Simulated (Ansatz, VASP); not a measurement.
**Cross-check of Pb (Lead) between VASP and Ansatz**

Wanted: the spread between two codes on one cell, functional and k mesh. The cell is taken from a series of runs on this material, whose earlier steps may have relaxed, scaled, displaced or heated it; both programs get it as it stands.

Program: Ansatz 0.2.0. Level of theory: plane waves, with VASP 6.6.1 beside it; relaxation of cell and atoms at PBE. Results are calculated unless marked as measured.

## (1) The structure

It takes space group Fm-3m (No. 225, cubic). Conventional cell: a = 5.042 Å, b = 5.042 Å, c = 5.042 Å, α = 90.00°, β = 90.00°, γ = 90.00°. Nearest to Pb lie 12 Pb at 3.57 Å.

## (2) Ansatz: relaxation of cell and atoms, PBE

Ansatz runs on its default PAW (the set named soft_2) files.

The relaxed volume is the usual yardstick between codes: in a stiff, nearly cubic crystal its relative difference is about their pressure difference at one cell divided by the bulk modulus.

input.yaml reads:

```yaml
crystal:
  lattice:
    - [0.0, 2.5209979279, 2.5209979279]
    - [2.5209979279, 0.0, 2.5209979279]
    - [2.5209979279, 2.5209979279, 0.0]
  atoms:
    - { symbol: Pb, position: [0.0, 0.0, 0.0] }
kpoints:
  mp_grid: { grid: [16, 16, 16] }
hamiltonian:
  xc: pbe
scf:
  occupations: { method: methfessel_paxton, width: 0.2 }
output:
  forces: true
  stress: true
  eigenvalues: true
relax:
  adjacent_minimum: "off"
  f_tol: 0.001
  max_steps: 60
  cell: { stress_tol: 0.01 }
```

Started as:

```sh
> ansatz run input.yaml --threads 4 --pin off --max-ram 7168MiB --backend cpu --events-out ev --progress --plain --runs-dir out
```

Numbers of over 12 decimals in the logs are rounded to 6 here.

Log:

```text
Engine: ansatz 0.2.0, aarch64-unknown-linux-gnu
Pseudopotentials: kind: paw
Pseudopotential: Pb, paw, valence charge 14, recommended cutoff 420 eV (normal), Pb.paw.azcp
Functional definition: PBE
  parameter kappa = 0.804
  parameter beta = 0.066725
  exchange = pbe_x(kappa = kappa, mu = beta*pi^2/3)
  correlation = pbe_c(beta = beta)
Crystal: 1 atoms, lattice volume = 32.044 Å³
Basis set: ecut = 420 eV, 609 PW (Γ), exchange–correlation on 48×48×48 points (8 copies of the dense FFT grid, shifted against one another)
Bands: 11, of which v1, the nominal top of the filled ones, is band 7 counted from 1 (6 counted from 0)
Symmetry: 48 space group operations
Space group: Fm-3m (ITA 225), of the structure as read, at distance tolerance 3.2e-5 Å
k-points: 145 of 4096
Non-local potential: Pb, projectors of the file, l = 0: 2, l = 1: 2, l = 2: 2, l = 3: 2
PAW form: soft (Blöchl's): semilocal exchange-correlation on the pseudo side does not see the compensation charge
PAW one-centre angular grid: Pb, 590 points (default); XC on 64 Gauss nodes
Initial density: superposition of atomic densities (neutral atoms: chi_scale 0, normalization atom), corrected by the library's trained network
Initial wavefunctions: pseudopotential atomic-orbital guess
Functional: x = pbe(κ = 0.804, μ = 0.219515), c = pbe(β = 0.066725)
SCF iter   1: F=—  HF=-11906.415649 eV  |F-HF|=—  |Δ(HF+E_count)|=         —  Δρ=4.08e-4  dr2=2.91e-5  ethr=1.77e-3  ⟨swp⟩=5.3  Hψ=9914  notcnv=0
preconditioner: auto → none  [metal: Δε(μ)=0.056 eV  Ē_g=19.698 eV  σ=0.200 eV  W_gap=0.23  n_scr=8 (ndim 8)  ℏωp=24.5 eV  f_vac=0.000  D(μ)=0.54/eV (n_scr^D=0)  sad-step TF]
SCF iter   2: F=—  HF=-11906.415211 eV  |F-HF|=—  |Δ(HF+E_count)|=   4.39e-4  S|Δr|=    0.00e0  Δρ=3.03e-4  dr2=1.38e-5  ethr=2.08e-7  ⟨swp⟩=3.2  Hψ=4588  notcnv=0
SCF iter   3: F=—  HF=-11906.415228 eV  |F-HF|=—  |Δ(HF+E_count)|=   1.76e-5  S|Δr|=    0.00e0  Δρ=1.11e-4  dr2=1.68e-6  ethr=9.88e-8  ⟨swp⟩=3.0  Hψ=2587  notcnv=0
SCF iter   4: F=—  HF=-11906.415232 eV  |F-HF|=—  |Δ(HF+E_count)|=   4.35e-6  S|Δr|=    0.00e0  Δρ=4.54e-5  dr2=3.22e-7  ethr=1.20e-8  ⟨swp⟩=2.0  Hψ=1854  notcnv=0
SCF iter   5: F=-11906.415233 eV  HF=-11906.415233 eV  |F-HF|=2.31e-8  |Δ(HF+E_count)|=   8.30e-7  S|Δr|=    0.00e0  Δρ=1.31e-5  dr2=6.14e-8  ethr=7.14e-10  ⟨swp⟩=6.4  Hψ=7504  notcnv=0
SCF 1 converged in 5 iterations: F = -11906.415233 eV  dr2 = 6.14e-8
  greatest PAW one-centre occupation: 0.978 electrons in one spin orbital (limit 2), on the Pb atom at site 0 (counted from 0), in its partial waves of l = 2
relax step   1: F+E_penalty+E_count = -11906.41523328 eV  Δ(F+E_penalty+E_count) = +0.000e0 eV  max|allowed force component| = 0.000e0 eV/Å  Δτ_max = 0.0000 Å  P = -0.205 GPa  Ω = 32.044 Å³  (5 SCF iters, dr2 threshold 1.00e-7 eV, accepted)
[...]
relax step   2: F+E_penalty+E_count = -11906.41535954 eV  Δ(F+E_penalty+E_count) = -1.263e-4 eV  max|allowed force component| = 0.000e0 eV/Å  Δτ_max = 0.0000 Å  P = -0.016 GPa  Ω = 31.892 Å³  energy of the carried Pulay correction = +2.093e-5 eV  (2 SCF iters, dr2 threshold 1.00e-7 eV, accepted)
[...]
relax step   3: F+E_penalty+E_count = -11906.41536197 eV  Δ(F+E_penalty+E_count) = -2.430e-6 eV  max|allowed force component| = 0.000e0 eV/Å  Δτ_max = 0.0000 Å  P = -0.000 GPa  Ω = 31.879 Å³  energy of the carried Pulay correction = +2.270e-5 eV  (4 SCF iters, dr2 threshold 6.40e-10 eV, accepted)
[...]
relax step   4: F+E_penalty+E_count = -11906.41533802 eV  Δ(F+E_penalty+E_count) = +2.395e-5 eV  max|allowed force component| = 0.000e0 eV/Å  Δτ_max = 0.0000 Å  P = -0.000 GPa  Ω = 31.879 Å³  stress off target by 2.88e-4 GPa  SCF on the basis re-selected at this cell (its energy is not comparable with the rows above)  (5 SCF iters)
basis re-selected at this cell: Δ(F+E_penalty+E_count) = +2.395e-5 eV, ΔP = -0.000 GPa vs the last step (what re-selecting the basis moved, of the pressure what is left beyond the Pulay correction that the steps carried, after the strain that the cell walked since its last selection, with what the two solves' SCF thresholds leave and, on support functions, any second-order correction that the steps lacked; it is no measure of the basis error at this ecutwfc). This SCF's stress stands 2.88e-4 GPa from its target on what of the cell is left free (relax.cell.stress_tol is 1.00e-2 GPa) and its largest allowed force component is 0.00e0 eV/Å (relax.f_tol is 1.00e-3 eV/Å): [rest of the remark cut]
SCF converged after 5 iterations
Stability not checked: this state was not tested for a lower state beside it, because cold or Methfessel-Paxton smearing, or corrected tetrahedra, fill the levels in a way that the test cannot read (fill_not_monotonic; see scf.lower_state_search)
Free energy (F): -11906.415338 eV
Harris-Foulkes:  -11906.415338 eV  (|F-HF|=5.46e-12)
Internal energy: -11906.415281 eV  (E = F + TS)
E sigma→0 (E₀):  -11906.415324 eV
Entropy (-TS):   -0.000057 eV (-0.057 meV/atom)
Fermi energy:    10.307630 eV
--- Per-component energies (eV) ---
  E_band       = -46.395381
  E_kinetic    = 288.353611
  E_local      = -1048.188691  (includes V_loc(G=0)·N_el)
  E_nonlocal   = 349.532615
  E_hartree    = 415.343793
  E_xc         = -220.549630
  E_vxc        = -132.180386  (∫ρ·V_xc dr)
  E_paw        = -10405.477266  (= ΣΔE_a)
  E_vpaw       = -334.600170  (= ΣTr[D̂ρ^β])
  E_aug_tail   = 0.000051  (compensation charges beyond the density's cutoff)
  E_ewald      = -1285.429764
  E_smearing   = -0.000057  (= −TS)
  E_closure    = -0.000000  (closes the sum)
  Σ components = -11906.415338   (vs F -11906.415338, Δ=0.00e0)
--- Forces (eV/Å), atoms counted from 1 ---
  atom   1  Pb    -0.00000000     0.00000000    -0.00000000
  max |Σ_I F_I| component: 1.64e-32 eV/Å
--- Stress (GPa, compression-positive) ---
       -0.000288       0.000000       0.000000
        0.000000      -0.000288      -0.000000
        0.000000       0.000000      -0.000288
  P = ⅓ Tr σ = -0.0003 GPa (-0.003 kbar)
--- Band table (eV; the first three rows and the last of 145) ---
  k-point 0: bands = [... 3 lower, -6.6911, -6.6911, -1.1791, 17.2684, 17.2684, 17.2684, 19.9554, 20.9539]
  k-point 1: bands = [... 3 lower, -6.6915, -6.6915, -1.1078, 16.3565, 17.1780, 17.1780, 19.7301, 21.4246]
  k-point 2: bands = [... 3 lower, -6.6905, -6.6905, -0.8938, 14.5976, 16.9400, 16.9400, 19.4127, 22.2212]
  k-point 144: bands = [... 3 lower, -6.6494, -6.5448, 3.5590, 8.9619, 8.9619, 10.5428, 20.7097, 22.1163]
--- Relaxed structure (3 steps of the walk, 3 accepted, 1 SCFs on fresh bases) ---
  F+E_penalty+E_count = -11906.41533802 eV   max|allowed force component| = 0.000e0 eV/Å   (the final SCF, on the basis selected at the relaxed cell)
  cell:  # Å, volume = 31.8792 Å³
    - [0, 2.516667, 2.516667]
    - [2.516667, 0, 2.516667]
    - [2.516667, 2.516667, 0]
  atoms:
    - { symbol: Pb, position: [0.0, 0.0, 0.0] }
```

## (3) VASP: relaxation of cell and atoms, PBE

The same cell, functional, mesh and smearing now go to VASP, with its own data sets.

Lines of VASP's logs that name or quote its potential files are left out, and so is its time.

INCAR reads:

```
SYSTEM = Pb
PREC = Accurate
ENCUT = 500
EDIFF = 1E-07
NELM = 120
ISMEAR = 1
SIGMA = 0.2
LREAL = .FALSE.
ALGO = Normal
GGA = PE
NBANDS = 13
LORBIT = 11
LWAVE = .FALSE.
LCHARG = .FALSE.
ISIF = 3
IBRION = 2
NSW = 80
EDIFFG = -0.005
LASPH = .TRUE.
GGA_COMPAT = .FALSE.
NELMIN = 4
```

POSCAR reads:

```
Pb
1.0
    0.0000000000      2.5209980000      2.5209980000
    2.5209980000      0.0000000000      2.5209980000
    2.5209980000      2.5209980000      0.0000000000
Pb
1
Direct
    0.0000000000      0.0000000000      0.0000000000
```

KPOINTS reads:

```
Automatic mesh
0
Gamma
16 16 16
0 0 0
```

Potentials, in the order of the species: Pb_d (PBE family, release 64).

Started as:

```sh
> mpirun -np 1 vasp_std
```

Log:

```text
[banner, memory and clock lines left out]
running    1 mpi-ranks, on    1 nodes
 distrk:  each k-point on    1 cores,    1 groups
 distr:  one band on    1 cores,    1 groups

 POSCAR found type information on POSCAR Pb
 POSCAR found :  1 types and       1 ions
 LDA part: xc-table for (Slater+PW92), standard interpolation
 POSCAR, INCAR and KPOINTS ok, starting setup
 FFT: planning ... GRIDC
 FFT: planning ... GRID_SOFT
 FFT: planning ... GRID
 WAVECAR not read
 entering main loop
       N       E                     dE             d eps       ncg     rms          rms(c)
DAV:   1     0.106144435805E+03    0.10614E+03   -0.70547E+03  3801   0.121E+03
DAV:   2     0.161224352372E+01   -0.10453E+03   -0.10120E+03  3990   0.303E+02
DAV:   3    -0.345052392173E+01   -0.50628E+01   -0.50414E+01  4631   0.726E+01
DAV:   4    -0.356887040306E+01   -0.11835E+00   -0.11832E+00  4712   0.120E+01
DAV:   5    -0.357443575650E+01   -0.55654E-02   -0.55651E-02  5203   0.240E+00    0.484E-01
DAV:   6    -0.356629267802E+01    0.81431E-02   -0.12350E-02  4908   0.190E+00    0.248E-01
DAV:   7    -0.356457993337E+01    0.17127E-02   -0.54366E-03  4900   0.118E+00    0.914E-02
DAV:   8    -0.356458642271E+01   -0.64893E-05   -0.41639E-04  4864   0.324E-01    0.102E-02
DAV:   9    -0.356458525209E+01    0.11706E-05   -0.10519E-05  5578   0.526E-02    0.466E-03
DAV:  10    -0.356458474583E+01    0.50626E-06   -0.10077E-06  4568   0.106E-02    0.333E-04
DAV:  11    -0.356458478976E+01   -0.43930E-07   -0.30124E-08  3210   0.258E-03
   1 F= -.35645848E+01 E0= -.35645199E+01  d E =-.356458E+01
 curvature:   0.00 expect dE= 0.000E+00 dE for cont linesearch  0.000E+00
 trial: gam= 0.00000 g(F)=  0.300E-61 g(S)=  0.386E-03 ort = 0.000E+00 (trialstep = 0.100E+01)
 search vector abs. value=  0.386E-03
 bond charge predicted
       N       E                     dE             d eps       ncg     rms          rms(c)
DAV:   1    -0.357419297247E+01   -0.96082E-02   -0.25426E-01  4870   0.990E+00    0.506E-01
DAV:   2    -0.356591591429E+01    0.82771E-02   -0.14586E-02  4605   0.242E+00    0.179E-01
DAV:   3    -0.356473227111E+01    0.11836E-02   -0.42749E-03  5212   0.123E+00    0.144E-02
DAV:   4    -0.356473904935E+01   -0.67782E-05   -0.70902E-05  4365   0.862E-02    0.805E-03
DAV:   5    -0.356475049417E+01   -0.11445E-04   -0.24975E-05  4500   0.399E-02    0.436E-03
DAV:   6    -0.356474976432E+01    0.72985E-06   -0.15305E-06  4795   0.204E-02    0.736E-04
DAV:   7    -0.356474926538E+01    0.49894E-06   -0.14929E-07  4535   0.377E-03    0.192E-04
DAV:   8    -0.356474928984E+01   -0.24454E-07   -0.34160E-09  2460   0.560E-04
   2 F= -.35647493E+01 E0= -.35647297E+01  d E =-.164500E-03
 trial-energy change:   -0.000165  1 .order   -0.000163   -0.000386    0.000061
 step:   0.8671(harm=  0.8643)  dis= 0.00000  next Energy=    -3.564753 (dE=-0.169E-03)
 bond charge predicted
       N       E                     dE             d eps       ncg     rms          rms(c)
DAV:   1    -0.356491977628E+01   -0.17051E-03   -0.45293E-03  4845   0.133E+00    0.671E-02
DAV:   2    -0.356477566493E+01    0.14411E-03   -0.25894E-04  4570   0.321E-01    0.239E-02
DAV:   3    -0.356475434884E+01    0.21316E-04   -0.76486E-05  5225   0.164E-01    0.194E-03
DAV:   4    -0.356475366627E+01    0.68257E-06   -0.12751E-06  4400   0.117E-02    0.108E-03
DAV:   5    -0.356475284361E+01    0.82267E-06   -0.45348E-07  4475   0.549E-03    0.598E-04
DAV:   6    -0.356475287432E+01   -0.30712E-07   -0.27217E-08  2565   0.294E-03
   3 F= -.35647529E+01 E0= -.35647272E+01  d E =-.168085E-03
 curvature:  -0.43 expect dE=-0.656E-08 dE for cont linesearch -0.656E-08
 trial: gam= 0.00000 g(F)=  0.266E-63 g(S)=  0.152E-07 ort =-0.242E-05 (trialstep = 0.973E+00)
 search vector abs. value=  0.153E-07
 reached required accuracy - stopping structural energy minimisation
```

OUTCAR, selected parts (step 3):

```text
ion  position               nearest neighbor table
   1  0.000  0.000  0.000-

  LATTYP: Found a face centered cubic cell.
 ALAT       =     5.0419960000

 Subroutine GETGRP returns: Found 48 space group operations
 (whereof 48 operations were pure point group operations)

The static configuration has the point symmetry O_h .

 Found    145 irreducible k-points:

   k-points           NKPTS =    145   k-points in BZ     NKDIM =    145   number of bands    NBANDS=     13

   dimension x,y,z NGX =    28 NGY =   28 NGZ =   28
   dimension x,y,z NGXF=    56 NGYF=   56 NGZF=   56

   ENCUT  =  500.0 eV  36.75 Ry    6.06 a.u.   6.50  6.50  6.50*2*pi/ulx,y,z

   NELECT =      14.0000    total number of electrons

 k-points in reciprocal lattice and weights: Automatic mesh
   0.00000000  0.00000000  0.00000000       0.000
   0.06250000  0.00000000  0.00000000       0.002
   0.12500000  0.00000000  0.00000000       0.002
   0.18750000  0.00000000  0.00000000       0.002
   0.25000000  0.00000000  0.00000000       0.002
   0.31250000  0.00000000  0.00000000       0.002
   0.37500000  0.00000000  0.00000000       0.002
   0.43750000  0.00000000  0.00000000       0.002
   0.50000000  0.00000000  0.00000000       0.001
[...]
-0.31250000  0.50000000  0.18750000       0.003
  -0.25000000  0.50000000  0.25000000       0.001

 average (electrostatic) potential at core
       1 -90.7712

 E-fermi :   6.8163

 k-point     1 :       0.0000    0.0000    0.0000
  band No.  band energies     occupation
    ...
      2     -10.2965      2.00000
      3     -10.2965      2.00000
      4     -10.1763      2.00000
      5     -10.1763      2.00000
      6      -4.6864      2.00000
      7      13.7850      0.00000
      8      13.7850      0.00000
      9      13.7850      0.00000
     10      16.4763      0.00000
     11      17.4707      0.00000
    ...

 k-point     2 :       0.0625    0.0000    0.0000
  band No.  band energies     occupation
    ...
      2     -10.2914      2.00000
      3     -10.2914      2.00000
      4     -10.1767      2.00000
      5     -10.1767      2.00000
      6      -4.6150      2.00000
      7      12.8716      0.00000
      8      13.6947      0.00000
      9      13.6947      0.00000
     10      16.2498      0.00000
     11      17.9431      0.00000
    ...

 k-point     3 :       0.1250    0.0000    0.0000
  band No.  band energies     occupation
    ...
      2     -10.2792      2.00000
      3     -10.2792      2.00000
      4     -10.1756      2.00000
      5     -10.1756      2.00000
      6      -4.4009      2.00000
      7      11.1103      0.00000
      8      13.4566      0.00000
      9      13.4566      0.00000
     10      15.9309      0.00000
     11      18.7437      0.00000
    ...

  Total        0.0003239      0.0003239      0.0003239     -0.0000000     -0.0000000      0.0000000
  in kB        0.0162977      0.0162977      0.0162977     -0.0000000     -0.0000000      0.0000000
  external PRESSURE =       0.0162977 kB  Pullay stress =       0.0000000 kB

  energy-cutoff  :      500.00
  volume of cell :       31.84
      direct lattice vectors                 reciprocal lattice vectors
     0.000000000  2.515551808  2.515551808    -0.198763547  0.198763547  0.198763547
     2.515551808  0.000000000  2.515551808     0.198763547 -0.198763547  0.198763547
     2.515551808  2.515551808  0.000000000     0.198763547  0.198763547 -0.198763547

 POSITION                                       TOTAL-FORCE (eV/Angst)
 -----------------------------------------------------------------------------------
      0.00000      0.00000      0.00000         0.000000      0.000000     -0.000000
 -----------------------------------------------------------------------------------
    total drift:                               -0.000000     -0.000000     -0.000000

  FREE ENERGIE OF THE ION-ELECTRON SYSTEM (eV)
  ---------------------------------------------------
  free  energy   TOTEN  =        -3.5647528743 eV

  energy  without entropy=       -3.5646758643  energy(sigma->0) =       -3.56472720

 reached required accuracy - stopping structural energy minimisation

 total charge
# of ion       s       p       d       tot
------------------------------------------
    1        1.402   0.723   9.808  11.933

[... 3 further parts left out ...]
```

## (4) Differences

Known differences besides the potentials themselves: the cutoff is 420 eV in Ansatz and 500 eV in VASP; Ansatz adds a Pulay correction to the stress that steers its cell, VASP none. Total energies have different zeros and are not compared.

The two programs side by side:

| quantity | Ansatz | VASP | difference |
| --- | --- | --- | --- |
| volume (Å³) | 31.88 | 31.84 | +0.13 % |
| edge a after relaxation, in the typed setting (Å) | 3.559 | 3.558 | +0.04 % |

## (5) Results

```json
{
 "difference in volume (relaxation of cell and atoms, PBE)": "0.13 %"
}
```

What this shows: The difference in volume is 0.13 % (relaxation of cell and atoms, PBE), within the 1.2 % picked in this series as the mark of a large difference, as far as the stopping tolerances let one tell. How closely two codes agree says nothing of how well the functional describes the real material.

[Lines on the potential files, build, host, timing and source positions are cut from VASP's logs without a mark.]

[Logs are printed without paths, hosts, clocks, repeated set-up lines and the standing remarks that a program may print on its own settings, such as how far it seeks lower states.]

[Hosts, paths, dates, database ids (printed as entryN), source tags and the programs' standing remarks are cut or masked in the printed files.]
